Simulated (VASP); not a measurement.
Set up this calculation in VASP 6.6.1, as the native input.

- Task: single point
- Functional: r2SCAN
- Potentials or basis: VASP PAW PBE potentials, release 64 (Cu, F)
- Cutoff: 520 eV
- k mesh: 12 × 12 × 6
- Occupations: fermi-dirac, width 0.02 eV
- Spin: no spin polarisation
- Dipole correction: no
- Further INCAR settings: ALGO = Normal; EDIFF = 1e-07; NBANDS = 26

CuF:

```
Cu F
1.0
     3.60865    0.00000    0.00000
    -1.80433    3.12519    0.00000
     0.00000    0.00000    5.08252
Cu F
2 2
Cartesian
  0.0000 2.0835 1.2706
  1.8043 1.0417 3.8119
  1.8043 1.0417 1.2706
  0.0000 2.0835 3.8119
```

The cell was built by a generator and needn't be a form met in nature.

The cell isn't the ideal one: biaxial_xy strain +2.9%.

One way to write it, as run:

POSCAR

```
CuF
1.0
    3.6086538685      0.0000000000      0.0000000000
   -1.8043269342      3.1251859236      0.0000000000
    0.0000000000      0.0000000000      5.0825198265
Cu F
2 2
Direct
    0.3333333333      0.6666666667      0.2500000000
    0.6666666667      0.3333333333      0.7500000000
    0.6666666667      0.3333333333      0.2500000000
    0.3333333333      0.6666666667      0.7500000000
```

INCAR.step1

```
SYSTEM = CuF
ALGO = Normal
EDIFF = 1E-4
ENCUT = 520
GGA = PE
ISMEAR = -1
LASPH = .True.
LCHARG = .False.
LREAL = .False.
LWAVE = .True.
NBANDS = 26
NELM = 60
PREC = Accurate
SIGMA = 0.02
```

INCAR.step2

```
SYSTEM = CuF
ALGO = Normal
EDIFF = 1E-7
ENCUT = 520
ISIF = 2
ISMEAR = -1
ISTART = 1
LASPH = .True.
LCHARG = .False.
LMIXTAU = .True.
LREAL = .False.
LWAVE = .False.
METAGGA = R2SCAN
NBANDS = 26
NELM = 60
PREC = Accurate
SIGMA = 0.02
```

KPOINTS

```
k-points
0
Gamma
  12 12 6
  0 0 0
```

Potentials or basis: VASP PAW PBE potentials, release 64 (Cu, F).

Command:

```bash
$ cat potpaw_PBE.64/Cu/POTCAR potpaw_PBE.64/F/POTCAR > POTCAR
$ cp INCAR.step1 INCAR
$ mpirun -np 1 vasp_std > vasp.out
$ cp INCAR.step2 INCAR
$ mpirun -np 1 vasp_std > vasp.out
```

It gave:

```json
{
  "Pressure": "-4.3 GPa",
  "Band gap on the k mesh": "none (metal or under the smearing width)"
}
```

Caveat: the PAW data sets were made with another functional, which shifts forces and pressure a little; the run has no spin polarisation, though such a crystal can be magnetic; semilocal functionals often make such compounds metallic where correlation or magnetic order opens a gap, which also shifts bond lengths.

Run time: 3.4 min on 1 thread of Intel(R) Xeon(R) 6975P-C (Granite Rapids) (shared host), peak memory 0.24 GiB.
